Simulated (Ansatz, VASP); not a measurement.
**One calculation of TiNb3B, two programs**

Contents of INCAR:

```
  ALGO = Normal
  EDIFF = 1E-6
  EDIFFG = -0.04
  ENCUT = 600
  GGA = PE
  IBRION = 2
  ISIF = 3
  ISMEAR = 0
  LASPH = T
  LCHARG = F
  LREAL = F
  LWAVE = F
  NELM = 60
  NSW = 90
  PREC = Accurate
  SIGMA = 0.1
```

File KPOINTS:

```
k-points
0
Gamma
  4 4 4
```

POSCAR

```
TiNb3B
1.0
    4.2019429700      0.0000000000      0.0000000000
    0.0000000000      4.2019429700      0.0000000000
    0.0000000000      0.0000000000      4.2019429700
Ti Nb B
1 3 1
Direct
    0.5000000000      0.5000000000      0.5000000000
    0.0000000000      0.5000000000      0.5000000000
    0.5000000000      0.0000000000      0.5000000000
    0.5000000000      0.5000000000      0.0000000000
    0.0000000000      0.0000000000      0.0000000000
```

Input for Ansatz:

```yaml
crystal:
  lattice:
    - [4.20194297, 0.0, 0.0]
    - [0.0, 4.20194297, 0.0]
    - [0.0, 0.0, 4.20194297]
  atoms:
    - { symbol: Ti, position: [0.5, 0.5, 0.5] }
    - { symbol: Nb, position: [0.0, 0.5, 0.5] }
    - { symbol: Nb, position: [0.5, 0.0, 0.5] }
    - { symbol: Nb, position: [0.5, 0.5, 0.0] }
    - { symbol: B, position: [0.0, 0.0, 0.0] }
basis:
  ecutwfc: 420
kpoints:
  mp_grid: { grid: [4, 4, 4] }
hamiltonian:
  xc: pbe
scf:
  occupations: { method: gaussian, width: 0.1 }
  lower_state_search: "off"
output:
  forces: true
  stress: true
  eigenvalues: true
relax:
  adjacent_minimum: "off"
  f_tol: 0.04
  max_steps: 70
  cell: { stress_tol: 0.4 }
```

Change from the starting cell: species swapped into the Yb3SnO type (Pm-3m, No. 221).

Alike in both runs: task relaxation of cell and atoms; functional PBE; k mesh 4 × 4 × 4; occupations gaussian, width 0.1 eV; no spin polarisation.

```csv
,VASP,Ansatz
version,VASP 6.6.1,Ansatz 0.2.0
potentials or method,"VASP PAW PBE potentials, release 64 (Ti_sv, Nb_sv, B)","scalar-relativistic, plane waves, PAW"
plane-wave cutoff (eV),600,420
valence electrons in the cell,54,54
```

|  | VASP | Ansatz | Ansatz less VASP |
| --- | --- | --- | --- |
| gap on the k mesh at the Fermi level, each at its own relaxed structure (eV) | none | none | - |
| relaxed volume (Å³/atom) | 19.05 | 19.04 | -0.005 |
| relaxed cell length with the largest relative difference (Å) | 4.567 | 4.566 | -0.0004 |
| energy change over the relaxation (meV/atom) | -497 | -488 | +8.8 |

A gap of «none» marks a metal or a gap that the smearing closes.

Caveats: the k mesh is coarse (spacing up to 0.37 Å⁻¹), so the values aren't converged; the volume moved by over 15 % at a fixed basis, so the end points are rough (VASP).
